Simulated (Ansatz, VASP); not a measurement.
**HfC in two plane-wave programs**

One calculation is typed for both programs; each brings its own data sets. How far apart do they land? The cell is taken from a series of runs on this material, whose earlier steps may have relaxed, scaled, displaced or heated it; both programs get it as it stands.

Method: plane waves, with VASP 6.6.1 beside it; zone-centre phonons at LDA, in Ansatz 0.2.0.

## 1. Starting point

It takes space group Immm (No. 71, orthorhombic). The conventional cell has a = 3.208 Å, b = 3.330 Å, c = 4.554 Å, α = 90.00°, β = 90.00°, γ = 90.00°. Nearest to C lie 6 Hf at 2.28 to 2.31 Å. Hf has 6 C at 2.28 to 2.31 Å nearest. Farther neighbours are not listed.

## 2. Ansatz: zone-centre phonons, LDA

Ansatz runs on its PAW soft_1 files.

Second derivatives magnify differences that forces hide, and they need a tight electronic threshold.

Input file input.yaml:

```yaml
crystal:
  lattice:
    - [0.0432712233, 2.3116925526, 2.2770886185]
    - [2.3116925526, 0.0432712233, 2.2770886185]
    - [2.3549637759, 2.3549637759, 0.0]
  atoms:
    - { symbol: C, position: [0.0, 0.0, 0.0] }
    - { symbol: Hf, position: [0.5, 0.5, 0.5] }
kpoints:
  mp_grid: { grid: [16, 16, 16] }
hamiltonian:
  xc: lda
  pseudopotentials: { kind: paw, azcp: { folder: soft_1 }, xc_functional: pbe }
scf:
  occupations: { method: methfessel_paxton, width: 0.2 }
output:
  eigenvalues: true
phonons:
  method: dfpt
```

The run is started by

```bash
$ ansatz run input.yaml --threads 4 --pin off --max-ram 10240MiB --backend cpu --events-out ev --progress --plain --runs-dir out
```

Numbers of over 12 decimals in the logs are rounded to 6 here.

The program printed:

```text
zone centre: on kpoints.mp_grid the ground state, and the responses unless they are solved on pairs of k-points, stand on 1098 of the mesh's 4096 k-points, reduced under 4 symmetry operations, with k and −k counted as one. Each operation leaves every solved displacement unchanged or reverses it
Engine: ansatz 0.2.0, aarch64-unknown-linux-gnu
Pseudopotentials: kind: paw
Pseudopotential: C, paw, valence charge 4, recommended cutoff 420 eV (normal), soft_1/C.paw.azcp
Pseudopotential: Hf, paw, valence charge 26, recommended cutoff 420 eV (normal), soft_1/Hf.paw.azcp
Functional definition: SPW92
  exchange = slater_x
  correlation = pw_c
Crystal: 2 atoms, lattice volume = 24.329 Å³
Basis set: ecut = 420 eV, 487 PW (Γ), exchange–correlation on 48×48×48 points (8 copies of the dense FFT grid, shifted against one another)
Bands: 19, of which v1, the nominal top of the filled ones, is band 15 counted from 1 (14 counted from 0)
Symmetry: 8 space group operations
k-points: 1098 of 4096 (irreducible under 4 space group operations)
Non-local potential: C, projectors of the file, l = 0: 2, l = 1: 2, l = 2: 1
Non-local potential: Hf, projectors of the file, l = 0: 3, l = 1: 2, l = 2: 2, l = 3: 3
PAW form: soft (Blöchl's): semilocal exchange-correlation on the pseudo side does not see the compensation charge
PAW frozen core: C, regenerated for the run's functional, and the local potential with it (the file was generated under x = pbe(κ = 0.804, μ = 0.219515), c = pbe(β = 0.066725))
PAW frozen core: Hf, regenerated for the run's functional, and the local potential with it (the file was generated under x = pbe(κ = 0.804, μ = 0.219515), c = pbe(β = 0.066725))
PAW one-centre angular grid: C, 110 points (default); XC on 64 Gauss nodes
PAW one-centre angular grid: Hf, 590 points (default); XC on 64 Gauss nodes
Initial density: superposition of atomic densities (chi_scale 0.1, normalization cell, long waves kept (reshape's long-wave potential 0.00 eV rms))
Initial wavefunctions: pseudopotential atomic-orbital guess
Functional: x = slater, c = lda
SCF iter   1: F=—  HF=-15723.112156 eV  |F-HF|=—  |Δ(HF+E_count)|=         —  Δρ=8.99e-2  dr2=2.67e0  ethr=3.10e-3  ⟨swp⟩=4.9  Hψ=91368  notcnv=0
preconditioner: auto → Kerker (q_TF=auto, 2.825 Å⁻¹)  [metal: Δε(μ)=0.016 eV  Ē_g=17.698 eV  σ=0.200 eV  W_gap=0.07  n_scr=14 (ndim 8)  ℏωp=39.8 eV  f_vac=0.000  D(μ)=0.20/eV (n_scr^D=0)]
SCF iter   2: F=—  HF=-15722.548510 eV  |F-HF|=—  |Δ(HF+E_count)|=   5.64e-1  S|Δr|=    0.00e0  Δρ=3.23e-2  dr2=2.52e-1  ethr=3.10e-3  ⟨swp⟩=2.1  Hψ=36150  notcnv=0  defer=3
SCF iter   3: F=—  HF=-15722.490760 eV  |F-HF|=—  |Δ(HF+E_count)|=   5.78e-2  S|Δr|=    0.00e0  Δρ=1.39e-2  dr2=2.89e-2  ethr=8.41e-4  ⟨swp⟩=2.0  Hψ=37014  notcnv=0
SCF iter   4: F=—  HF=-15722.483564 eV  |F-HF|=—  |Δ(HF+E_count)|=   7.20e-3  S|Δr|=    0.00e0  Δρ=7.70e-3  dr2=7.02e-3  ethr=9.63e-5  ⟨swp⟩=2.1  Hψ=37092  notcnv=0
SCF iter   5: F=—  HF=-15722.482877 eV  |F-HF|=—  |Δ(HF+E_count)|=   6.87e-4  S|Δr|=    0.00e0  Δρ=1.53e-3  dr2=3.12e-4  ethr=2.34e-5  ⟨swp⟩=2.0  Hψ=31309  notcnv=0
SCF iter   6: F=—  HF=-15722.482800 eV  |F-HF|=—  |Δ(HF+E_count)|=   7.72e-5  S|Δr|=    0.00e0  Δρ=2.75e-4  dr2=1.86e-5  ethr=1.04e-6  ⟨swp⟩=2.9  Hψ=38084  notcnv=0
SCF iter   7: F=—  HF=-15722.482804 eV  |F-HF|=—  |Δ(HF+E_count)|=   4.01e-6  S|Δr|=    0.00e0  Δρ=7.63e-5  dr2=1.05e-6  ethr=6.21e-8  ⟨swp⟩=2.3  Hψ=38196  notcnv=0
SCF iter   8: F=—  HF=-15722.482804 eV  |F-HF|=—  |Δ(HF+E_count)|=   6.94e-7  S|Δr|=    0.00e0  Δρ=1.33e-5  dr2=2.36e-8  ethr=3.51e-9  ⟨swp⟩=2.6  Hψ=38815  notcnv=0
SCF iter   9: F=—  HF=-15722.482804 eV  |F-HF|=—  |Δ(HF+E_count)|=   1.50e-8  S|Δr|=    0.00e0  Δρ=2.45e-6  dr2=8.29e-10  ethr=7.85e-11  ⟨swp⟩=2.6  Hψ=37710  notcnv=0
SCF iter  10: F=—  HF=-15722.482804 eV  |F-HF|=—  |Δ(HF+E_count)|=   1.13e-9  S|Δr|=    0.00e0  Δρ=3.31e-7  dr2=2.36e-11  ethr=2.76e-12  ⟨swp⟩=2.8  Hψ=40995  notcnv=0
SCF iter  11: F=-15722.482804 eV  HF=-15722.482804 eV  |F-HF|=3.64e-12  |Δ(HF+E_count)|=    0.00e0  S|Δr|=    0.00e0  Δρ=4.84e-8  dr2=4.84e-13  ethr=1.00e-12  ⟨swp⟩=7.5  Hψ=121889  notcnv=0
SCF 1 converged in 11 iterations: F = -15722.482804 eV  dr2 = 4.84e-13
  Residual-converged pass: ⟨swp⟩=1.0  Hψ=25260  notcnv=0  max |occ|·‖R‖ = 7.1e-9 eV (tolerance 1.0e-8 eV)  dr2=4.84e-13  dr2_onsite=7.72e-14  max |Δocc| = 1.9e-11
  greatest PAW one-centre occupation: 0.998 electrons in one spin orbital (limit 2), on the Hf atom at site 1 (counted from 0), in its partial waves of l = 3
DFPT response loops at Γ: preconditioner auto → Kerker (q_TF=auto, 2.825 Å⁻¹) (partly filled bands, converged f_vac=0.000); β = 1.00, the filter's whole step (`scf.mixing.beta` (0.50) is not read by the response loops under this deck's `scf.mixing.preconditioner`; to damp them name `kerker` or `kerker_dos`, under which they read `scf.mixing.beta`, and type it under 1.00, their step now; both keys bind the ground state too); Broyden in place of MSR1
SCF converged after 11 iterations
Stability not checked: this state was not tested for a lower state beside it, because cold or Methfessel-Paxton smearing, or corrected tetrahedra, fill the levels in a way that the test cannot read (fill_not_monotonic; see scf.lower_state_search)
Free energy (F): -15722.482804 eV
Harris-Foulkes:  -15722.482804 eV  (|F-HF|=3.64e-12)
Internal energy: -15722.482542 eV  (E = F + TS)
E sigma→0 (E₀):  -15722.482738 eV
Entropy (-TS):   -0.000262 eV (-0.131 meV/atom)
Fermi energy:    18.918789 eV
--- Per-component energies (eV) ---
  E_band       = 77.233818
  E_kinetic    = 495.845196
  E_local      = -6152.659923  (includes V_loc(G=0)·N_el)
  E_nonlocal   = 99.300125
  E_hartree    = 3013.857738
  E_xc         = -312.475471
  E_vxc        = -314.600295  (∫ρ·V_xc dr)
  E_paw        = -7548.310752  (= ΣΔE_a)
  E_vpaw       = -78.366858  (= ΣTr[D̂ρ^β])
  E_aug_tail   = 0.000113  (compensation charges beyond the density's cutoff)
  E_ewald      = -5320.559487
  E_core_change = 2.519920  (= ΣΔE_core)
  E_smearing   = -0.000262  (= −TS)
  E_closure    = -0.000000  (closes the sum)
  Σ components = -15722.482804   (vs F -15722.482804, Δ=0.00e0)
--- Band table (eV; the first three rows and the last of 1098) ---
  k-point 0: bands = [... 11 lower, 8.0106, 19.8509, 19.8595, 20.0478, 20.0930, 20.2455, 20.4056, 22.2019]
  k-point 1: bands = [... 11 lower, 8.0099, 19.0055, 19.3786, 19.5373, 20.3812, 20.6452, 20.7243, 22.7232]
  k-point 2: bands = [... 11 lower, 8.0099, 17.9535, 18.5530, 18.7149, 20.7191, 20.9901, 21.2173, 23.8072]
  k-point 1097: bands = [... 11 lower, 8.4898, 16.4917, 16.9054, 18.6509, 19.0268, 24.3140, 25.7270, 25.7671]
--- Phonons (Γ-DFPT): 4 representative perturbations + reference, on 1098 of 4096 k-points (Σ response iterations 12) ---
  k mesh reduced under 4 symmetry operations, with k and −k counted as one. Each operation leaves every solved displacement unchanged or reverses it
  ASR residual: 1.698e-5 → 0.000e0 eV/Å²; symmetrization residual: 8.915e-7 eV/Å²
  ASR residual per site (eV/Å²): 2.53e-6 1.70e-5
  Γ frequencies (cm⁻¹): 0.00 0.00 0.00 411.18 441.56 478.43
  non-analytic LO–TO correction: not included (Born effective charges unavailable; polar crystals: no LO–TO splitting at Γ)
```

Reading the cycles: dr2 is the Hartree energy of the density residual (eV), the measure of convergence; HF is the Harris–Foulkes estimate of the energy, which meets the free energy F at convergence.

(Part 1 of 2 ends here.)

[Lines on the potential files, build, host, timing and source positions are cut from VASP's logs without a mark.]

[Logs are printed without paths, hosts, clocks, repeated set-up lines and the standing remarks that a program may print on its own settings, such as how far it seeks lower states.]

[Hosts, paths, dates, database ids (printed as entryN), source tags and the programs' standing remarks are cut or masked in the printed files.]
